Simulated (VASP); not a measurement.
Level of theory: PBE GGA with D4 dispersion, VASP's PBE PAW potentials (set 64) (plane waves; VASP).

VASP ran on this input.

KPOINTS:
```
Automatic mesh
0
Gamma
18 18 10
0 0 0
```

### POSCAR
```
Be
1.0
  1.1032057508  -1.9108082489   0.0000000000
  1.1032057508   1.9108082489   0.0000000000
  0.0000000000   0.0000000000   3.4655470007
Be
2
direct
  0.3333330000   0.6666670000   0.2500000000
  0.6666670000   0.3333330000   0.7500000000
```

INCAR:
```
SYSTEM = Be
PREC = Accurate
ENCUT = 520
EDIFF = 1E-7
NELM = 100
ALGO = Normal
LREAL = .FALSE.
LASPH = .TRUE.
ISMEAR = 1
SIGMA = 0.1
GGA = PE
IVDW = 13
LWAVE = .FALSE.
LCHARG = .FALSE.
ISIF = 4
IBRION = 2
NSW = 30
EDIFFG = -0.01
```

POTCAR, in this order: Be (PBE.64 set). Program: vasp_std.

Problem. What will the output report for the number of irreducible k-points (NKPTS), largest plane-wave count, number of space-group operations, FFT grid (NGX, NGY, NGZ)?

Solution. 
* **number of irreducible k-points (NKPTS)**: 222
* **largest plane-wave count**: 408
* **number of space-group operations**: 24
* **FFT grid (NGX, NGY, NGZ)**: 16 × 16 × 28

The compound is Be in the hcp structure. This cell is one point of a volume scan, at 0.94 of the reference volume. Symmetry was kept, so distortions that lower it aren't found.
